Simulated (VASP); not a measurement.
```
Rb
1.0
   -2.85947     2.85947     2.85947
    2.85947    -2.85947     2.85947
    2.85947     2.85947    -2.85947
Rb
1
Direct
  0.00000   0.00000   0.00000
```

Level of theory: MS2 meta-GGA, VASP's PBE PAW potentials (set 64) (plane waves; VASP). Settings: 520 eV cut-off, 10×10×10 Γ-centred mesh, tetrahedra with Blöchl corrections, potentials Rb_sv.

Question: Predict the energy per atom (σ→0), band gap (over mesh and band path) with the smallest direct gap where there is one.

Answer: 
```yaml
band gap (over mesh and band path): none (metal, semimetal or under 0.01 eV)
energy per atom (σ→0): -1.670 eV/atom
```

Total energies compare only between runs with the same potentials, cut-off and functional.

The compound is Rb in the bcc structure. It was relaxed first.
